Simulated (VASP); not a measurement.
Here is the system:

```xyz
2
Lattice="0.0000 2.9006 2.9006 2.9006 0.0000 2.9006 2.9006 2.9006 0.0000" Properties=species:S:1:pos:R:3 pbc="T T T"
W      4.3509     4.3509     4.3509
W      2.9006     2.9006     2.9006
```

Computed with r2SCAN meta-GGA, VASP's PBE PAW potentials (set 64) (plane waves; VASP 6.6.1). Numerical set-up: 400 eV cut-off, 12×12×12 Γ-centred mesh, tetrahedra with Blöchl corrections, potentials W_sv.

Unless said otherwise, spin-orbit coupling is left out, though it shifts the bands of the heavy elements here.

Problem. What does the run give for the energy per atom (σ→0), band gap (over mesh and band path) with the smallest direct gap where there is one?

Solution. 
| Item | Result |
|---|---|
| band gap (over mesh and band path) | none (metal, semimetal or under 0.01 eV) |
| energy per atom (σ→0) | -48.524 eV/atom |

Only differences to runs with the same potentials and settings are physical.

The structure was generated: W was put into the diamond type (Fd-3m), which need not be its known phase. It was relaxed first.
